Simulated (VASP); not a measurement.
A convergence study with VASP on K$_{2}$S (antifluorite): one setting is varied, all else stays as given below, so the limit is that of these other settings. ε∞ is the independent-particle value.

```xyz
3
Lattice="0.0000 3.7050 3.7050 3.7050 0.0000 3.7050 3.7050 3.7050 0.0000" Properties=species:S:1:pos:R:3 pbc="T T T"
K      1.8525     1.8525     1.8525
K      5.5575     5.5575     5.5575
S      0.0000     0.0000     0.0000
```

Computed with PBE GGA, VASP's PBE PAW potentials (set 64) (plane waves; VASP). The tightest run used: 550 eV cut-off, 4×4×4 Γ-centred mesh, Gaussian smearing of 0.050 eV, potentials K_sv S.

```csv
setting,mean ε∞,bands
NBANDS = 13,1.81,13
NBANDS = 14,2.27,14
NBANDS = 16,2.68,16
NBANDS = 20,3.09,20
```

Problem. These are the cheaper rows. Estimate the results at NBANDS = 140, and how far the last row shown lies from them.

Solution. 
| quantity | tightest run | last row shown is off by |
|---|---|---|
| mean ε∞ | 3.53 | -0.44 |

Left out are rungs that failed or repeat a setting and relaxations that didn't move; long series are thinned to 24 rows.

The compound is K2S in the antifluorite structure. The cell was not relaxed at this level.
